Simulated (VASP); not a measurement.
An input for Ansatz (written as the equivalent of a VASP run, and not itself run):

Ansatz 0.2 input:
```yaml
crystal:
  lattice:
    - [0.0000000, 2.4468429, 2.4468429]
    - [2.4468429, 0.0000000, 2.4468429]
    - [2.4468429, 2.4468429, 0.0000000]
  atoms:
    - { symbol: Mo, position: [0.0000000, 0.0000000, 0.0000000] }
    - { symbol: S, position: [0.5000000, 0.5000000, 0.5000000] }
kpoints:
  mp_grid: { grid: [14, 14, 14] }
hamiltonian:
  xc: pbesol
  pseudopotentials: { kind: paw }
scf:
  occupations: { method: tetrahedron }
  max_iter: 100
output: { forces: true, stress: true, eigenvalues: true }
```

Write the VASP files for the same calculation (PBEsol).

One answer among several that fit: 
INCAR:
```
SYSTEM  =  MoS
LREAL  =  .False.
ISIF  =  2
ENCUT  =  400   ! plane-wave cut-off (eV)
LCHARG  =  .True.
EDIFF  =  1E-7
PREC  =  Accurate
ISMEAR  =  -5   ! tetrahedra, Bloechl
ALGO  =  Normal
NEDOS  =  601   ! DOS grid
LWAVE  =  .False.
LMAXMIX  =  4
NELM  =  100
LASPH  =  .True.
GGA  =  PS   ! PBEsol
LORBIT  =  11
```

File POSCAR:
```
MoS
1
    0.0000000000     2.4468429138     2.4468429138
    2.4468429138    -0.0000000000     2.4468429138
    2.4468429138     2.4468429138     0.0000000000
Mo S
1 1
Direct
  0.0000000000   0.0000000000   0.0000000000
  0.5000000000   0.5000000000   0.5000000000
```

**KPOINTS**
```
Automatic mesh
0
gamma
 14 14 14
```

POTCAR, in this order: Mo_sv S (PBE.64 set). Program: vasp_std.

What does not carry over: each code has its own PAW files, so the cut-off isn't converted (ENCUT is set for VASP's; basis.ecutwfc is left out, and Ansatz then takes the one that its files recommend); Ansatz stops its SCF on the density residual and VASP on the energy change (EDIFF).

The structure was generated: MoS was put into the rock salt type (Fm-3m), which need not be its known phase. It was relaxed first, which changed the volume by -33 %.
